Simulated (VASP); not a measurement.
# Co2Cl with TPSS + D3(BJ): from relaxation to properties, part 2 of 4

Wanted: the relaxed cell of Co2Cl and its properties. The cell is invented: other elements were put on sites of a known structure type. It may not be a known or stable phase. Left out of this account: 3 further runs (self-consistent run: a volume scan without its fit; self-consistent run: a spoilt try).

VASP 6.6.1, plane waves and PAW; the level of theory is named at each step.

Still holding for the runs below: The magnetic state follows from one typed start and may not be the lowest. The k-mesh is coarse for a metal.

So far. Step 2 (Rough relaxation of the start cell): It ends with a largest force of 0.020 eV/Å and a pressure of 0.21 GPa. The relaxed cell has a = 2.747, c = 5.636 Å (conventional setting).

**3. Relaxing cell and atoms (TPSS + D3(BJ))**

Level of this step: TPSS with D3(BJ), spin-polarised from an antiferromagnetic start; plane waves and PAW (Co, Cl); invented cell (VASP).

Properties are meant for the cell that this level of theory prefers, so cell and atoms are relaxed first (ISIF = 3) until forces and stress are small; EDIFFG sets the threshold.

Input file INCAR:

```
SYSTEM = Co2Cl
PREC = Accurate
ENCUT = 400
EDIFF = 1E-06
NELM = 100
ISMEAR = -1
SIGMA = 0.05
LREAL = .FALSE.
ALGO = Normal
METAGGA = TPSS
IVDW = 12
LASPH = .TRUE.
NBANDS = 20
ISPIN = 2
MAGMOM = 2 -2 0
LMAXMIX = 4
LORBIT = 11
LWAVE = .FALSE.
LCHARG = .FALSE.
IBRION = 2
NSW = 60
ISIF = 3
EDIFFG = -0.01
```

Input file POSCAR:

```
Co2Cl
1.0
    2.7467941420      0.0000000000      0.0000000000
    0.0000000000      2.7467941420      0.0000000000
    0.0000000000      0.0000000000      5.6359606095
Co Cl
2 1
Direct
    0.5000000000      0.5000000000      0.7048588366
    0.5000000000      0.5000000000      0.2951411634
    0.0000000000      0.0000000000      0.0000000000
```

Input file KPOINTS:

```
Automatic mesh
0
Gamma
8 8 4
0 0 0
```

Potentials, in the order of the species: Co and Cl (PBE family, release 64).

Started as:

```
> mpirun -np 1 vasp_std
```

The program printed:

```text
[banner, memory and clock lines left out]
running    1 mpi-ranks, on    1 nodes
 distrk:  each k-point on    1 cores,    1 groups
 distr:  one band on    1 cores,    1 groups

 POSCAR found type information on POSCAR CoCl
 POSCAR found :  2 types and       3 ions
 [... a notice as in an earlier step ...]

 LDA part: xc-table for (None), standard interpolation
 POSCAR, INCAR and KPOINTS ok, starting setup
 FFT: planning ... GRIDC
 FFT: planning ... GRID_SOFT
 FFT: planning ... GRID
 WAVECAR not read
 entering main loop
       N       E                     dE             d eps       ncg     rms          rms(c)
DAV:   1     0.145392878286E+03    0.14539E+03   -0.10014E+04  3640   0.131E+03
DAV:   2    -0.144241337646E+02   -0.15982E+03   -0.15190E+03  3888   0.326E+02
DAV:   3    -0.309979631127E+02   -0.16574E+02   -0.15744E+02  4492   0.114E+02
DAV:   4    -0.318854083256E+02   -0.88745E+00   -0.87988E+00  4792   0.290E+01
DAV:   5    -0.319395145329E+02   -0.54106E-01   -0.54071E-01  5840   0.672E+00    0.224E+01
DAV:   6    -0.364462418828E+02   -0.45067E+01   -0.98787E+01  4112   0.137E+02    0.199E+01
DAV:   7    -0.339548927132E+02    0.24913E+01   -0.24655E+01  4356   0.658E+01    0.714E+00
DAV:   8    -0.340278109061E+02   -0.72918E-01   -0.10230E+00  4364   0.811E+00    0.549E+00
DAV:   9    -0.340179792474E+02    0.98317E-02   -0.17670E-01  5268   0.438E+00    0.214E+00
DAV:  10    -0.340212387729E+02   -0.32595E-02   -0.39800E-02  4524   0.173E+00    0.704E-01
DAV:  11    -0.340170940681E+02    0.41447E-02   -0.99320E-03  4824   0.104E+00    0.358E-01
DAV:  12    -0.340177072232E+02   -0.61316E-03   -0.27685E-03  4468   0.564E-01    0.195E-01
DAV:  13    -0.340181472042E+02   -0.43998E-03   -0.12257E-03  5332   0.346E-01    0.930E-02
DAV:  14    -0.340181803990E+02   -0.33195E-04   -0.27464E-04  5420   0.215E-01    0.734E-02
DAV:  15    -0.340182019487E+02   -0.21550E-04   -0.34167E-04  5140   0.284E-01    0.290E-02
DAV:  16    -0.340182233945E+02   -0.21446E-04   -0.47072E-05  4768   0.633E-02    0.186E-02
DAV:  17    -0.340182145619E+02    0.88327E-05   -0.12839E-05  4392   0.701E-02    0.905E-03
DAV:  18    -0.340182167895E+02   -0.22276E-05   -0.32922E-06  2152   0.156E-02    0.482E-03
DAV:  19    -0.340182172993E+02   -0.50979E-06   -0.15735E-06  2020   0.128E-02
   1 F= -.35588539E+02 E0= -.35566061E+02  d E =-.355885E+02  mag=     0.0000
 curvature:   0.00 expect dE= 0.000E+00 dE for cont linesearch  0.000E+00
 trial: gam= 0.00000 g(F)=  0.157E-04 g(S)=  0.266E-03 ort = 0.000E+00 (trialstep = 0.100E+01)
 search vector abs. value=  0.282E-03
 bond charge predicted
       N       E                     dE             d eps       ncg     rms          rms(c)
DAV:   1    -0.340232618603E+02   -0.50451E-02   -0.47799E-02  4024   0.260E+00    0.428E-01
DAV:   2    -0.340221715225E+02    0.10903E-02   -0.28862E-02  4044   0.238E+00    0.356E-01
DAV:   3    -0.340208430191E+02    0.13285E-02   -0.60372E-03  4120   0.127E+00    0.104E-01
DAV:   4    -0.340208115200E+02    0.31499E-04   -0.33643E-04  3812   0.117E-01    0.662E-02
DAV:   5    -0.340207890279E+02    0.22492E-04   -0.43405E-05  5012   0.757E-02    0.442E-02
DAV:   6    -0.340207826294E+02    0.63985E-05   -0.12024E-05  4804   0.404E-02    0.253E-02
DAV:   7    -0.340207810191E+02    0.16103E-05   -0.28568E-06  2400   0.282E-02    0.964E-03
DAV:   8    -0.340207793082E+02    0.17109E-05   -0.15792E-06  2112   0.113E-02    0.381E-03
DAV:   9    -0.340207794317E+02   -0.12355E-06   -0.35347E-07  1908   0.678E-03
   2 F= -.35587563E+02 E0= -.35565044E+02  d E =0.976155E-03  mag=    -0.0000
[...]
3 F= -.35588552E+02 E0= -.35566074E+02  d E =-.128911E-04  mag=     0.0000
[...]
4 F= -.35588551E+02 E0= -.35566073E+02  d E =-.126900E-04  mag=     0.0000
[...]
5 F= -.35588552E+02 E0= -.35566074E+02  d E =-.128223E-04  mag=    -0.0000
[...]
6 F= -.35588551E+02 E0= -.35566074E+02  d E =-.127317E-04  mag=     0.0000
 curvature:  -0.02 expect dE=-0.663E-06 dE for cont linesearch -0.341E-07
 ZBRENT: accuracy reached
 trial: gam= 0.05022 g(F)=  0.355E-06 g(S)=  0.371E-04 ort = 0.233E-04 (trialstep = 0.817E+00)
 search vector abs. value=  0.405E-04
 bond charge predicted
       N       E                     dE             d eps       ncg     rms          rms(c)
DAV:   1    -0.340181358869E+02    0.30499E-03   -0.25976E-03  3912   0.399E-01    0.572E-02
DAV:   2    -0.340180861899E+02    0.49697E-04   -0.20934E-04  4096   0.179E-01    0.376E-02
DAV:   3    -0.340180758620E+02    0.10328E-04   -0.69275E-05  4680   0.122E-01    0.242E-02
DAV:   4    -0.340180722554E+02    0.36066E-05   -0.24231E-05  4144   0.560E-02    0.101E-02
DAV:   5    -0.340180724236E+02   -0.16823E-06   -0.26419E-06  2016   0.183E-02
   7 F= -.35588572E+02 E0= -.35566097E+02  d E =-.204064E-04  mag=     0.0000
 trial-energy change:   -0.000020  1 .order   -0.000023   -0.000032   -0.000014
 step:   1.4764(harm=  1.4764)  dis= 0.00018  next Energy=   -35.588580 (dE=-0.285E-04)
 reached required accuracy - stopping structural energy minimisation
```

It took 10 min on 1 MPI rank of Intel Xeon Platinum 8488C (Sapphire Rapids), shared host; peak memory 0.18 GiB.

Parts of OUTCAR (step 3):

```text
  LATTYP: Found a simple tetragonal cell.
 ALAT       =     2.7467941420
 C/A-ratio  =     2.0518321789

The static configuration has the point symmetry D_4h.

 Found     45 irreducible k-points:

   k-points           NKPTS =     45   k-points in BZ     NKDIM =     45   number of bands    NBANDS=     20

   dimension x,y,z NGX =    18 NGY =   18 NGZ =   40
   dimension x,y,z NGXF=    36 NGYF=   36 NGZF=   80

   ENCUT  =  400.0 eV  29.40 Ry    5.42 a.u.   4.48  4.48  9.19*2*pi/ulx,y,z

   NELECT =      25.0000    total number of electrons

 Edisp (eV)   -1.57011

 E-fermi :   8.4107

 spin component 1
 k-point     1 :       0.0000    0.0000    0.0000
  band No.  band energies     occupation
    ...
      8       6.0369      1.00000
      9       6.2348      1.00000
     10       6.5075      1.00000
     11       6.5075      1.00000
     12       6.8347      1.00000
     13       8.8173      0.00029
     14       8.8173      0.00029
     15       8.9718      0.00001
     16      13.3252      0.00000
     17      13.7063      0.00000
    ...

 k-point     2 :       0.1250    0.0000    0.0000
  band No.  band energies     occupation
    ...
      8       5.9426      1.00000
      9       6.1082      1.00000
     10       6.4164      1.00000
     11       6.5601      1.00000
     12       6.9378      1.00000
     13       8.6416      0.00978
     14       8.7660      0.00082
     15       8.9480      0.00002
     16      13.5377      0.00000
     17      14.1755      0.00000
    ...

 k-point     3 :       0.2500    0.0000    0.0000
  band No.  band energies     occupation
    ...
      8       5.7872      1.00000
      9       5.9029      1.00000
     10       6.6052      1.00000
     11       6.6130      1.00000
     12       7.2657      1.00000
     13       8.4688      0.23853
     14       8.6355      0.01104
     15       8.9019      0.00005
     16      12.8076      0.00000
     17      15.0955      0.00000
    ...

 k-point     4 :       0.3750    0.0000    0.0000
  band No.  band energies     occupation
    ...
      8       5.8574      1.00000
      9       6.0206      1.00000
     10       6.5961      1.00000
     11       7.3049      1.00000
     12       7.7119      1.00000
     13       8.5697      0.04000
     14       8.5781      0.03398
     15       8.7975      0.00044
     16      11.4985      0.00000
     17      12.5507      0.00000
    ...

 Edisp (eV)   -1.57050

  Total       0.02933     0.02933    -0.00820     0.00000     0.00000    -0.00000
  in kB       1.10504     1.10504    -0.30896     0.00000     0.00000    -0.00000
  external pressure =        0.63 kB  Pullay stress =        0.00 kB

  energy-cutoff  :      400.00
  volume of cell :       42.52
      direct lattice vectors                 reciprocal lattice vectors
     2.747587659 -0.000000000 -0.000000000     0.363955631 -0.000000000  0.000000000
    -0.000000000  2.747587659  0.000000000     0.000000000  0.363955631 -0.000000000
    -0.000000000  0.000000000  5.632555724     0.000000000 -0.000000000  0.177539300

 POSITION                                       TOTAL-FORCE (eV/Angst)
 -----------------------------------------------------------------------------------
      1.37379      1.37379      3.97000        -0.000000      0.000000      0.003610
      1.37379      1.37379      1.66255         0.000000     -0.000000     -0.003610
     -0.00000      2.74759      5.63256        -0.000000      0.000000      0.000000
 -----------------------------------------------------------------------------------
    total drift:                                0.000000      0.000000     -0.000000

  FREE ENERGIE OF THE ION-ELECTRON SYSTEM (eV)
  ---------------------------------------------------
  free  energy   TOTEN  =       -35.5885718483 eV

  energy  without entropy=      -35.5436223387  energy(sigma->0) =      -35.56609709

 total charge
# of ion       s       p       d       tot
------------------------------------------
    1        0.356   0.287   7.232   7.875
    2        0.356   0.287   7.232   7.875
    3        1.614   3.465   0.000   5.079
--------------------------------------------------
tot          2.326   4.039  14.464  20.828

 magnetization (x)
# of ion       s       p       d       tot
------------------------------------------
    1        0.011   0.008   1.855   1.874
    2       -0.011  -0.008  -1.855  -1.874
    3        0.000   0.000   0.000   0.000
--------------------------------------------------
tot          0.000   0.000  -0.000  -0.000

[... 2 parts as in an earlier step ...]

[... 6 further parts left out ...]
```

CONTCAR:

```
Co2Cl
   1.00000000000000
     2.7475876589554331   -0.0000000000000000   -0.0000000000000000
    -0.0000000000000000    2.7475876589554331    0.0000000000000000
    -0.0000000000000000    0.0000000000000000    5.6325557237550372
  Co              Cl
     2     1
Direct
     0.5000000000000000    0.5000000000000000    0.7048318972914372
     0.5000000000000000    0.5000000000000000    0.2951681027085626
     0.0000000000000000    1.0000000000000000    1.0000000000000000
```

Little changed from the start: no atom moved by 0.005 Å and no cell edge by 0.1 %.

This step gave:

| Item | Value |
| --- | --- |
| irreducible k-points | 45 |
| Fermi energy | 8.411 eV |
| pressure | 0.06337 GPa |
| SCF cycles over all ionic steps | 48 |

It ends with a largest force of 0.004 eV/Å and a pressure of 0.06 GPa.

(Part 2 of 4 ends here.)

[Lines on the potential files, build, host, timing and source positions are cut from VASP's logs without a mark.]

[Logs are printed without paths, hosts, clocks, repeated set-up lines and the standing remarks that a program may print on its own settings, such as how far it seeks lower states.]

[Hosts, paths, dates, database ids (printed as entryN), source tags and the programs' standing remarks are cut or masked in the printed files.]

[A measured line is paired with the nearest computed mode of its activity, which favours agreement.]
